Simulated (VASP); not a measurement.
Input:

```xyz
2
Lattice="0.0000 2.7890 2.7890 2.7890 0.0000 2.7890 2.7890 2.7890 0.0000" Properties=species:S:1:pos:R:3 pbc="T T T"
K      0.0000     0.0000     0.0000
F      2.7890     2.7890     2.7890
```

These are RPBE GGA, VASP's PBE PAW potentials (set 64) (plane waves; VASP) values and carry that method's errors. Run with 520 eV cut-off, Gaussian smearing of 0.050 eV, potentials K_sv F.

**Question.** Estimate the band gap (along the path) with the smallest direct gap where there is one.

**Answer.** 
```json
{
 "band gap (along the path)": "5.85 eV",
 "smallest direct gap (along the path)": "5.85 eV"
}
```

Total energies compare only between runs with the same potentials, cut-off and functional.

The compound is KF in the rock salt structure. It was relaxed first, which changed the volume by +13 %.
